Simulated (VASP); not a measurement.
Input:

```yaml
crystal:
  lattice:
    - [3.09543, 0.00000, 0.00000]
    - [-1.54771, 2.68072, 0.00000]
    - [0.00000, 0.00000, 4.83211]
  atoms:
    - { symbol: Li, position: [0.33333, 0.66667, 0.99332] }
    - { symbol: Li, position: [0.66667, 0.33333, 0.49332] }
    - { symbol: F, position: [0.33333, 0.66667, 0.38168] }
    - { symbol: F, position: [0.66667, 0.33333, 0.88168] }
```

Method: PBEsol GGA, VASP's PBE PAW potentials (set 64) (plane waves; VASP). Numerical set-up: 520 eV cut-off, 9×9×5 Γ-centred mesh, tetrahedra with Blöchl corrections, potentials Li_sv F.

Task: What does the run give for the energy per atom (σ→0), band gap (on the k-mesh) with the smallest direct gap where there is one?

Result: 
- band gap (on the k-mesh) = 7.58 eV
- smallest direct gap (on the k-mesh) = 7.58 eV
- energy per atom (σ→0) = -4.902 eV/atom

The absolute energy has meaning only against runs of the same code, potentials and settings.

The structure was generated: LiF was put into the wurtzite type (P6_3mc), which need not be its known phase. It was relaxed first.
